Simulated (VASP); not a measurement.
These are HSE06 screened hybrid, VASP's PBE PAW potentials (set 64) (plane waves; VASP) values and carry that method's errors.

VASP ran on this input.

### KPOINTS
```
Automatic
0
G
 1 1 1
0 0 0
```

**INCAR**
```
SYSTEM = Al35MgN36
PREC = Normal
ENCUT = 400
EDIFF = 1E-5
NELM = 50
ALGO = Normal
LREAL = Auto
LASPH = .TRUE.
ISMEAR = 0
SIGMA = 0.05
GGA = PE
LWAVE = .FALSE.
LCHARG = .FALSE.
NELMIN = 4
ISYM = 0
NELECT = 288.0
HFSCREEN = 0.2
AEXX = 0.25
LHFCALC = .TRUE.
PRECFOCK = Fast
ISIF = 0
```

File POSCAR:
```
Al35MgN36
1
    4.6932676572    -8.1289780179     0.0000000000
    4.6932676572     8.1289780179     0.0000000000
    0.0000000000     0.0000000000    10.0192026156
Al N Mg
35 36 1
Direct
  0.2220957537   0.1109470143   0.2499732420
  0.1103940628   0.2213795073   0.9997500875
  0.2221133083   0.1110122646   0.7488771591
  0.1100034865   0.2227607536   0.4988469388
  0.2202142318   0.4433912871   0.2500221686
  0.1103853279   0.5555198899   0.9997133977
  0.2227875803   0.4445422520   0.7512143875
  0.1099909849   0.5534287443   0.4988857288
  0.2221676340   0.7775502442   0.2499823454
  0.1110188387   0.8887035799   0.9995864369
  0.2222356753   0.7772821027   0.7488589072
  0.1108017017   0.8884255159   0.4995411330
  0.5549745634   0.1106704631   0.2508203851
  0.4442874018   0.2214286298   0.9997457405
  0.5552990432   0.1106649309   0.7491288733
  0.4457993028   0.2227953635   0.4989521850
  0.5560462920   0.4433001778   0.2502292127
  0.4442427626   0.5553124593   0.9982975420
  0.5547116651   0.4444582440   0.7511852185
  0.5562413381   0.7790430285   0.2501871286
  0.4443494578   0.8892723680   0.9998509797
  0.5548348581   0.7763917363   0.7511965226
  0.4458883339   0.8890469747   0.4989279833
  0.8889450805   0.1106074882   0.2507348282
  0.7777483995   0.2221518991   0.9999170025
  0.8886487325   0.1107393082   0.7489313018
  0.7774828848   0.2218606636   0.4986655152
  0.8888846366   0.4448790123   0.2507665866
  0.7781772250   0.5554868562   0.9999155547
  0.8885043688   0.4441781299   0.7490356908
  0.7762077942   0.5534704197   0.4989747426
  0.8886414998   0.7776000041   0.2501103911
  0.7782555102   0.8893180100   0.9997681922
  0.8883187595   0.7772785633   0.7490568620
  0.7763005623   0.8890091245   0.4989733694
  0.2218257076   0.1105512127   0.4414387951
  0.1102205168   0.2203643404   0.1899220222
  0.2219697809   0.1106245373   0.9404322600
  0.1106999984   0.2217404084   0.6914136614
  0.2064698720   0.4363612406   0.4362919364
  0.1101406376   0.5563577535   0.1898497377
  0.2198260421   0.4431649189   0.9433246527
  0.1105870245   0.5551593166   0.6914687041
  0.2219075638   0.7774046664   0.4414381499
  0.1109832517   0.8886586217   0.1909509123
  0.2220728276   0.7778279582   0.9404088542
  0.1108649321   0.8884663452   0.6910365923
  0.5548337882   0.1104453492   0.4415745632
  0.4434135910   0.2203965871   0.1899522154
  0.5559293931   0.1111545525   0.9406591965
  0.4442152833   0.2215821968   0.6914884079
  0.5625321659   0.4364713700   0.4365721884
  0.4441209897   0.5552226515   0.1911192731
  0.5564608628   0.4431590995   0.9432794806
  0.4440199862   0.5550687198   0.7057368374
  0.5626092953   0.7921234369   0.4365086100
  0.4435220096   0.8893637662   0.1900321413
  0.5564826374   0.7796825349   0.9432990475
  0.4443145282   0.8886669497   0.6914593565
  0.8886311169   0.1103624539   0.4415204971
  0.7777078778   0.2221567810   0.1914830747
  0.8885337637   0.1111751160   0.9404979335
  0.7775293237   0.2219319677   0.6907465846
  0.8886391018   0.4445368586   0.4415289451
  0.7790378403   0.5563211004   0.1900841424
  0.8884660156   0.4439533222   0.9405799572
  0.7774825526   0.5551924343   0.6915146600
  0.8886845428   0.7774542772   0.4415364714
  0.7792262497   0.8893959198   0.1899308740
  0.8890522379   0.7777553223   0.9405811187
  0.7776070511   0.8886632371   0.6915172430
  0.4436975820   0.5548476644   0.4984151612
```

POTCAR, in this order: Al N Mg (PBE.64 set). Program: vasp_gam. Read from the step before: WAVECAR.

Output

### OSZICAR
```
       N       E                     dE             d eps       ncg     rms          rms(c)
DAV:   1    -0.614502946542E+03   -0.61450E+03   -0.17710E+01   434   0.853E+00    0.494E+01
DAV:   2    -0.614619534325E+03   -0.11659E+00   -0.33874E-01   431   0.139E+00    0.339E+01
DAV:   3    -0.614601451826E+03    0.18082E-01   -0.82594E-03   404   0.252E-01    0.208E+01
DAV:   4    -0.614594091698E+03    0.73601E-02   -0.32927E-03   412   0.130E-01    0.124E+01
DAV:   5    -0.614591769982E+03    0.23217E-02   -0.79329E-04   399   0.630E-02    0.725E+00
DAV:   6    -0.614590979364E+03    0.79062E-03   -0.21672E-04   407   0.382E-02    0.420E+00
DAV:   7    -0.614590721726E+03    0.25764E-03   -0.79038E-05   399   0.242E-02    0.242E+00
DAV:   8    -0.614590640836E+03    0.80889E-04   -0.22246E-05   252   0.146E-02    0.142E+00
DAV:   9    -0.614590617220E+03    0.23616E-04   -0.15571E-05   223   0.121E-02    0.810E-01
DAV:  10    -0.614590612579E+03    0.46417E-05   -0.59261E-06   220   0.671E-03
   1 F= -.61459061E+03 E0= -.61459061E+03  d E =-.588087E-12
```

OUTCAR:
```
------------------------ aborting loop because EDIFF is reached ----------------------------------------
  volume of cell :      764.49
      direct lattice vectors                 reciprocal lattice vectors
     4.693267657 -8.128978018  0.000000000     0.106535582 -0.061508347  0.000000000
     4.693267657  8.128978018  0.000000000     0.106535582  0.061508347  0.000000000
     0.000000000  0.000000000 10.019202616     0.000000000  0.000000000  0.099808342
  FREE ENERGIE OF THE ION-ELECTRON SYSTEM (eV)
  ---------------------------------------------------
  free  energy   TOTEN  =      -614.5906125785 eV

  energy  without entropy=     -614.5906125785  energy(sigma->0) =     -614.59061258

  exchange ACFDT corr.  =         0.00000000  see jH, gK, PRB 81, 115126
```
(Selected blocks of OUTCAR.)

The cell is charged, with a uniform compensating background. The supercell is sampled at Γ alone, which is coarse: total energies, pressure and levels can be off, energies of defects by several tenths of an eV.

The cell is a supercell with a defect, built from AlN (wurtzite): Mg_Al, charge -1. The cell's shape comes from a PBE relaxation. The run is not spin-polarised, so no state with unpaired spins was tried.
